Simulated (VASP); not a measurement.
Output of a VASP run:

### OSZICAR
```
       N       E                     dE             d eps       ncg     rms          rms(c)
DAV:   1     0.608642695619E+02    0.60864E+02   -0.67965E+03  1160   0.113E+03
DAV:   2    -0.708670259369E+01   -0.67951E+02   -0.60125E+02  1364   0.187E+02
DAV:   3    -0.941141398850E+01   -0.23247E+01   -0.22502E+01  1440   0.335E+01
DAV:   4    -0.943678655006E+01   -0.25373E-01   -0.25376E-01  1360   0.414E+00
DAV:   5    -0.943725640915E+01   -0.46986E-03   -0.47023E-03  1452   0.604E-01    0.775E+00
DAV:   6    -0.905770939484E+01    0.37955E+00   -0.24065E+00  1268   0.153E+01    0.179E+00
DAV:   7    -0.898657668961E+01    0.71133E-01   -0.23052E-01  1248   0.480E+00    0.153E+00
DAV:   8    -0.897082530244E+01    0.15751E-01   -0.60644E-02  1220   0.259E+00    0.248E-01
DAV:   9    -0.897139851013E+01   -0.57321E-03   -0.28254E-03  1376   0.531E-01    0.187E-01
DAV:  10    -0.897181159307E+01   -0.41308E-03   -0.11791E-03  1228   0.325E-01    0.164E-02
DAV:  11    -0.897181174789E+01   -0.15482E-06   -0.28320E-05  1456   0.553E-02    0.987E-03
DAV:  12    -0.897181429775E+01   -0.25499E-05   -0.81502E-06  1228   0.290E-02    0.225E-03
DAV:  13    -0.897181433633E+01   -0.38588E-07   -0.82679E-07  1420   0.890E-03
   1 F= -.89718143E+01 E0= -.89718143E+01  d E =0.000000E+00
```

**OUTCAR**
```
------------------------ aborting loop because EDIFF is reached ----------------------------------------
  FORCE on cell =-STRESS in cart. coord.  units (eV):
  Direction    XX          YY          ZZ          XY          YZ          ZX
  --------------------------------------------------------------------------------------
  Total       -0.0355905     -0.0355905     -0.0355905      0.0000000      0.0000000     -0.0000000
  in kB       -1.0243544     -1.0243544     -1.0243544      0.0000000      0.0000000     -0.0000000
  external PRESSURE =      -1.0243544 kB  Pullay stress =       0.0000000 kB
  volume of cell :       55.67
      direct lattice vectors                 reciprocal lattice vectors
     0.000000000  3.030550020  3.030550020    -0.164986553  0.164986553  0.164986553
     3.030550020  0.000000000  3.030550020     0.164986553 -0.164986553  0.164986553
     3.030550020  3.030550020  0.000000000     0.164986553  0.164986553 -0.164986553
 POSITION                                       TOTAL-FORCE (eV/Angst)
 -----------------------------------------------------------------------------------
      1.51528      1.51528      1.51528        -0.000000     -0.000000      0.000000
      4.54583      4.54583      4.54583         0.000000      0.000000     -0.000000
      0.00000      0.00000      0.00000         0.000000     -0.000000     -0.000000
 -----------------------------------------------------------------------------------
    total drift:                                0.000000     -0.000000      0.000000
  FREE ENERGIE OF THE ION-ELECTRON SYSTEM (eV)
  ---------------------------------------------------
  free  energy   TOTEN  =        -8.9718143363 eV

  energy  without entropy=       -8.9718143363  energy(sigma->0) =       -8.97181434

 total charge

# of ion       s       p       d       tot
------------------------------------------
    1        0.400   0.335   0.000   0.735
    2        0.400   0.335   0.000   0.735
    3        0.826   0.635   8.136   9.597
--------------------------------------------------
tot          1.626   1.305   8.136  11.067

 Electric field gradients after diagonalization (V/A^2)
 (convention: |V_zz| > |V_xx| > |V_yy|)
----------------------------------------------------------------------
 ion       V_xx      V_yy      V_zz     asymmetry (V_yy - V_xx)/ V_zz
----------------------------------------------------------------------
   1      -0.000    -0.000     0.000       0.000
   2      -0.000    -0.000     0.000       0.000
   3       0.000     0.000    -0.000       0.000
```
(Selected blocks of OUTCAR.)

**POSCAR**
```
PtAl2
1
    0.0000000000     3.0305500196     3.0305500196
    3.0305500196     0.0000000000     3.0305500196
    3.0305500196     3.0305500196     0.0000000000
Al Pt
2 1
Direct
  0.2500000000   0.2500000000   0.2500000000
  0.7500000000   0.7500000000   0.7500000000
  0.0000000000   0.0000000000   0.0000000000
```

Reconstruct the remaining input files.

This is not unique; one that fits is the input of the run itself, vdW-DF2, plane waves, VASP's PBE PAW potentials (set 64).

### INCAR
```
SYSTEM  =  PtAl2
PREC  =  Accurate; ENCUT  =  520; LREAL  =  .False.
LASPH  =  .True.
EDIFF  =  1E-7; NELM  =  100; ALGO  =  Normal
LMAXMIX  =  6
ISMEAR  =  -5
GGA  =  ML; LUSE_VDW  =  .True.; AGGAC  =  0.0
ZAB_VDW  =  -1.8867
ISIF  =  2
LWAVE  =  .False.; LCHARG  =  .True.; LORBIT  =  11
NEDOS  =  601
LEFG  =  .True.
```

**KPOINTS**
```
Automatic mesh
0
Gamma
10 10 10
0 0 0
```

POTCAR, in this order: Al Pt (PBE.64 set). Program: vasp_std.

For a metal the tetrahedron method with Blöchl corrections gives inexact stress and forces.

The compound is PtAl2 in the fluorite structure. It was relaxed first, which changed the volume by +8 %.
